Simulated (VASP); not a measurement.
```
Ti
1.0
    4.56737     0.00000     0.00000
   -2.28369     3.95546     0.00000
    0.00000     0.00000     2.82624
Ti
3
Direct
  0.00179   0.00843   0.02665
  0.31972   0.65167   0.49430
  0.67849   0.33990   0.47906
```

Method: PBEsol GGA, VASP's PBE PAW potentials (set 64) (plane waves; VASP). Numerical set-up: 300 eV cut-off, 5×5×7 Γ-centred mesh, Fermi-Dirac smearing of 0.14 eV, potentials Ti_sv.

At this cut-off the stress carries a Pulay error, which pulls relaxed volumes low.

Give the force on each atom (eV/Å).

```tsv
atom	Fx	Fy	Fz
Ti1	0.067	-0.191	-0.598
Ti2	0.220	0.327	0.245
Ti3	-0.287	-0.136	0.354
```

Give the stress tensor in GPa (positive for a compressed cell).

```
-3.45   0.05  -0.13
 0.05  -3.24   0.25
-0.13   0.25  -3.14
```
The pressure is its mean diagonal, -3.27 GPa.

The structure comes from a computed database's Ti entry; how it stands against other phases isn't given here. The cell was not relaxed at this level, atoms are displaced from their ideal sites. The k-mesh is coarse (spacing up to 0.32 per Å, 2π included), so the numbers may not be converged in it.
